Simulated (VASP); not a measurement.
Given:

```xyz
2
Lattice="0.0000 2.2329 2.2329 2.2329 0.0000 2.2329 2.2329 2.2329 0.0000" Properties=species:S:1:pos:R:3 pbc="T T T"
Ta     0.0000     0.0000     0.0000
C      2.2329     2.2329     2.2329
```

These are rev-vdW-DF2, VASP's PBE PAW potentials (set 64) (plane waves; VASP) values and carry that method's errors. Settings: 520 eV cut-off, 16×16×16 Γ-centred mesh, tetrahedra with Blöchl corrections, potentials Ta_pv C.

Unless said otherwise, spin-orbit coupling is left out, though it shifts the bands of the heavy elements here.

Predict the energy per atom (σ→0), band gap (on the k-mesh) with the smallest direct gap where there is one.

```
Item                                                        Result
------------------------  ----------------------------------------
band gap (on the k-mesh)  none (metal, semimetal or under 0.01 eV)
energy per atom (σ→0)                               -9.587 eV/atom
```

Total energies compare only between runs with the same potentials, cut-off and functional.

The compound is TaC in the rock salt structure. It was relaxed first. The electron count is odd and the run is not spin-polarised, which forces a metal.
